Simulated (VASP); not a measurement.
Level of theory: LDA (Ceperley-Alder, Perdew-Zunger), VASP's LDA PAW potentials (set 64) (plane waves; VASP 6.6.1).

Input for VASP

**INCAR**
```
ALGO = Normal
EDIFF = 1E-6
EDIFFG = -0.02
ENCUT = 520
IBRION = 2
ISIF = 3
ISMEAR = 0
LASPH = .TRUE.
LCHARG = .FALSE.
LMAXMIX = 4
LREAL = .FALSE.
LWAVE = .FALSE.
NELM = 100
NSW = 60
PREC = Accurate
SIGMA = 0.05
SYSTEM = CsPbBr3
```

**KPOINTS**
```
Automatic mesh
0
Gamma
4 4 4
0 0 0
```

### POSCAR
```
CsPbBr3
1
    5.7466763583    -0.0000000000     0.0000000000
   -0.0000000000     5.7466763583    -0.0000000000
    0.0000000000     0.0000000000     5.7466763583
Cs Pb Br
1 1 3
Direct
  0.0000000000   0.0000000000   0.0000000000
  0.5000000000   0.5000000000   0.5000000000
  0.5000000000   0.0000000000   0.5000000000
  0.0000000000   0.5000000000   0.5000000000
  0.5000000000   0.5000000000   0.0000000000
```

POTCAR, in this order: Cs_sv Pb_d Br (LDA.64 set). Program: vasp_std.

Output of the run:

File OSZICAR:
```
       N       E                     dE             d eps       ncg     rms          rms(c)
DAV:   1     0.399789349261E+03    0.39979E+03   -0.19094E+04   520   0.151E+03
DAV:   2     0.250477830925E+02   -0.37474E+03   -0.36786E+03   652   0.334E+02
DAV:   3    -0.166905039460E+02   -0.41738E+02   -0.41599E+02   630   0.122E+02
DAV:   4    -0.182310749763E+02   -0.15406E+01   -0.15364E+01   654   0.312E+01
DAV:   5    -0.182838018873E+02   -0.52727E-01   -0.52709E-01   650   0.455E+00    0.475E+00
DAV:   6    -0.178511599150E+02    0.43264E+00   -0.84385E-01   762   0.934E+00    0.288E+00
DAV:   7    -0.177995475501E+02    0.51612E-01   -0.40413E-01   756   0.400E+00    0.957E-01
DAV:   8    -0.177977187305E+02    0.18288E-02   -0.53349E-02   740   0.201E+00    0.165E-01
DAV:   9    -0.177966959681E+02    0.10228E-02   -0.74375E-03   736   0.738E-01    0.891E-02
DAV:  10    -0.177966886247E+02    0.73434E-05   -0.59974E-04   684   0.173E-01    0.236E-02
DAV:  11    -0.177966931704E+02   -0.45457E-05   -0.63855E-05   766   0.609E-02    0.117E-02
DAV:  12    -0.177966928173E+02    0.35311E-06   -0.75964E-06   694   0.337E-02
   1 F= -.17796693E+02 E0= -.17796693E+02  d E =-.177967E+02
       N       E                     dE             d eps       ncg     rms          rms(c)
DAV:   1    -0.179101243037E+02   -0.11343E+00   -0.29275E+00   700   0.191E+01    0.167E+00
DAV:   2    -0.178195207354E+02    0.90604E-01   -0.18836E-01   696   0.460E+00    0.613E-01
DAV:   3    -0.178030963447E+02    0.16424E-01   -0.66753E-02   672   0.261E+00    0.203E-01
DAV:   4    -0.178029120853E+02    0.18426E-03   -0.14230E-03   690   0.259E-01    0.155E-01
DAV:   5    -0.178027794815E+02    0.13260E-03   -0.37745E-04   648   0.196E-01    0.220E-02
DAV:   6    -0.178027776742E+02    0.18073E-05   -0.42264E-05   672   0.704E-02    0.569E-03
DAV:   7    -0.178027771091E+02    0.56516E-06   -0.27543E-06   476   0.120E-02
   2 F= -.17802777E+02 E0= -.17802777E+02  d E =-.608429E-02
```

File OUTCAR:
```
------------------------ aborting loop because EDIFF is reached ----------------------------------------
  FORCE on cell =-STRESS in cart. coord.  units (eV):
  Direction    XX          YY          ZZ          XY          YZ          ZX
  --------------------------------------------------------------------------------------
  Total        0.0562296      0.0562296      0.0562296      0.0000000      0.0000000     -0.0000000
  in kB        0.4662765      0.4662765      0.4662765      0.0000000      0.0000000     -0.0000000
  external PRESSURE =       0.4662765 kB  Pullay stress =       0.0000000 kB
  volume of cell :      193.21
      direct lattice vectors                 reciprocal lattice vectors
     5.781102406  0.000000000 -0.000000000     0.172977389  0.000000000 -0.000000000
    -0.000000000  5.781102406 -0.000000000    -0.000000000  0.172977389 -0.000000000
     0.000000000  0.000000000  5.781102406     0.000000000  0.000000000  0.172977389
 POSITION                                       TOTAL-FORCE (eV/Angst)
 -----------------------------------------------------------------------------------
      0.00000      0.00000      0.00000        -0.000000     -0.000000      0.000000
      2.89055      2.89055      2.89055         0.000000      0.000000      0.000000
      2.89055      0.00000      2.89055        -0.000000     -0.000000      0.000000
      0.00000      2.89055      2.89055        -0.000000     -0.000000      0.000000
      2.89055      2.89055     -0.00000        -0.000000     -0.000000      0.000000
 -----------------------------------------------------------------------------------
    total drift:                                0.000000     -0.000000     -0.000000
  FREE ENERGIE OF THE ION-ELECTRON SYSTEM (eV)
  ---------------------------------------------------
  free  energy   TOTEN  =       -17.8027771091 eV

  energy  without entropy=      -17.8027771091  energy(sigma->0) =      -17.80277711

 reached required accuracy - stopping structural energy minimisation
```
(Selected blocks of OUTCAR.)

File CONTCAR:
```
CsPbBr3
   1.00000000000000
     5.7811024055121374    0.0000000000000000   -0.0000000000000000
    -0.0000000000000000    5.7811024055121374   -0.0000000000000000
     0.0000000000000000    0.0000000000000000    5.7811024055121374
  Cs              Pb              Br
     1     1     3
Direct
     0.0000000000000000    0.0000000000000000    0.0000000000000000
     0.5000000000000000    0.5000000000000000    0.5000000000000000
     0.5000000000000000    0.0000000000000000    0.5000000000000000
     0.0000000000000000    0.5000000000000000    0.5000000000000000
     0.5000000000000000    0.5000000000000000    0.0000000000000000
```

The compound is CsPbBr3 in the cubic perovskite structure, the ideal cubic form; the compound distorts at low or room temperature. This run relaxes it. Symmetry was kept, so distortions that lower it aren't found. The start is the result of an earlier pass.
